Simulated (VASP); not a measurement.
Consider the following.

```yaml
crystal:
  lattice:
    - [0.00000, 2.75140, 2.75140]
    - [2.72415, 0.00000, 2.75140]
    - [2.72415, 2.75140, 0.00000]
  atoms:
    - { symbol: Ge, position: [0.00000, 0.00000, 0.00000] }
    - { symbol: F, position: [0.25000, 0.25000, 0.25000] }
    - { symbol: F, position: [0.75000, 0.75000, 0.75000] }
```

Level of theory: PBEsol GGA, VASP's PBE PAW potentials (set 64) (plane waves; VASP 6.6.1). Run with 600 eV cut-off, 6×6×6 Γ-centred mesh, Gaussian smearing of 0.050 eV, potentials Ge_d F.

Task: Give the stress tensor in GPa (positive for a compressed cell).

Result: 
```
-1.22   0.00   0.00
 0.00  -2.09   0.00
 0.00   0.00  -2.09
```
The pressure is its mean diagonal, -1.80 GPa.

The structure was generated: GeF2 was put into the fluorite type (Fm-3m), which need not be its known phase. This cell was strained or had an atom moved on purpose.
